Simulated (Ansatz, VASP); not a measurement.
**One calculation of NbSb, two programs**

```
Nb Sb
1.0
     4.55586    0.00000    0.00000
    -2.27793    3.94549    0.00000
     0.00000    0.00000    7.42605
Nb Sb
2 2
Cartesian
  0.0000 2.6303 0.0000
  2.2779 1.3152 3.7130
  0.0000 2.6303 2.7922
  2.2779 1.3152 6.5052
```

Alike in both runs: task relaxation of cell and atoms; functional PBE; k mesh 8 × 8 × 5; occupations fermi-dirac, width 0.05 eV; no spin polarisation.

|  | VASP | Ansatz |
| --- | --- | --- |
| version | VASP 6.6.1 | Ansatz 0.2.0 |
| potentials or method | VASP PAW PBE potentials, release 64 (Nb_sv, Sb) | PAW with Ansatz's default frozen-core files, scalar-relativistic |
| plane-wave cutoff (eV) | 600 | 420 |
| valence electrons in the cell | 36 | 56 |

|  | VASP | Ansatz | Ansatz less VASP |
| --- | --- | --- | --- |
| relaxed volume (Å³/atom) | 22.19 | 22.22 | +0.027 |
| relaxed cell length with the largest relative difference (Å) | 10.119 | 10.135 | +0.0160 |
| energy change over the relaxation (meV/atom) | -570 | -566 | +4.5 |

The two sets of potentials don't hold the same shells in valence.

Caveats: the volume moved by over 15 % at a fixed basis, so the end points are rough (VASP). Spin-orbit coupling is left out, which matters for the levels of Sb.
